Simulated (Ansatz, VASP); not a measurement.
## TaTe: VASP beside Ansatz

```
Ta Te
1.0
     3.42009    0.00000    0.00000
     0.00000    3.42009    0.00000
     0.00000    0.00000    3.42009
Ta Te
1 1
Direct
  0.50000 0.50000 0.50000
  0.00000 0.00000 0.00000
```

Alike in both runs: functional PBE; k mesh 16 × 16 × 16; occupations gaussian, width 0.1 eV; no spin polarisation.

Ansatz relaxed the structure, and its values are those at the end. VASP's run is a single point on that final structure, the one shown.

|  | VASP | Ansatz |
| --- | --- | --- |
| version | VASP 6.6.1 | Ansatz 0.2.0 |
| potentials or method | VASP PAW PBE potentials, release 64 (Ta_pv, Te) | scalar-relativistic, plane waves, PAW |
| plane-wave cutoff (eV) | 520 | 420 |
| valence electrons in the cell | 17 | 29 |

|  | VASP | Ansatz | Ansatz less VASP |
| --- | --- | --- | --- |
| gap on the k mesh at the Fermi level (eV) | none | none | - |
| pressure (GPa) | 0.0 | 0.0 | -0.03 |

A gap of «none» marks a metal or a gap that the smearing closes. The two sets of potentials don't hold the same shells in valence.

Spin-orbit coupling is left out, which matters for the levels of Ta, Te.
